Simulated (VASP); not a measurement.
VASP input:

### INCAR
```
SYSTEM = PbSe
PREC = Accurate; ENCUT = 480; LREAL = F
LASPH = T
EDIFF = 1E-7; NELM = 100; ALGO = Normal
LMAXMIX = 4
ISMEAR = 0; SIGMA = 0.05
GGA = PE
ISIF = 2
LWAVE = F; LCHARG = F
```

KPOINTS:
```
Automatic mesh
0
Gamma
8 8 8
0 0 0
```

File POSCAR:
```
PbSe
4.3930220
  0.0000000000   0.7071067188   0.7071067188
  0.7071067188   0.0000000000   0.7071067188
  0.7071067188   0.7071067188   0.0000000000
Pb Se
1 1
direct
  0.0000000000   0.0000000000   0.0000000000
  0.5000000000   0.5000000000   0.5000000000
```

POTCAR, in this order: Pb_d Se (PBE.64 set). Program: vasp_std.

Task: Translate this PBE calculation to Quantum ESPRESSO's pw.x.

Result: One equivalent input (not run):
```
&CONTROL
  calculation = 'scf'
  pseudo_dir = './pseudo'
  outdir = './out'
  tprnfor = .true.
  tstress = .true.
/
&SYSTEM
  ibrav = 0
  nat = 2
  ntyp = 2
  ecutwfc = 86
  occupations = 'smearing'
  smearing = 'gaussian'
  degauss = 0.003675
  input_dft = 'pbe'
/
&ELECTRONS
  conv_thr = 7.3e-09
  electron_maxstep = 100
/
ATOMIC_SPECIES
  Pb 207.200 Pb.upf
  Se 78.971 Se.upf
CELL_PARAMETERS angstrom
     0.0000000    3.1063354    3.1063354
     3.1063354    0.0000000    3.1063354
     3.1063354    3.1063354    0.0000000
ATOMIC_POSITIONS crystal
  Pb   0.0000000  0.0000000  0.0000000
  Se   0.5000000  0.5000000  0.5000000
K_POINTS automatic
  8 8 8 0 0 0
```
The two are equivalent in intent, not identical: the potentials are each code's own (VASP's PAW set, PseudoDojo norm-conserving files in pw.x), so ENCUT and ecutwfc are chosen apart and not converted; conv_thr bounds pw.x's estimated SCF error, while EDIFF bounds the energy change between steps.

The compound is PbSe in the rock salt structure. It was relaxed first.
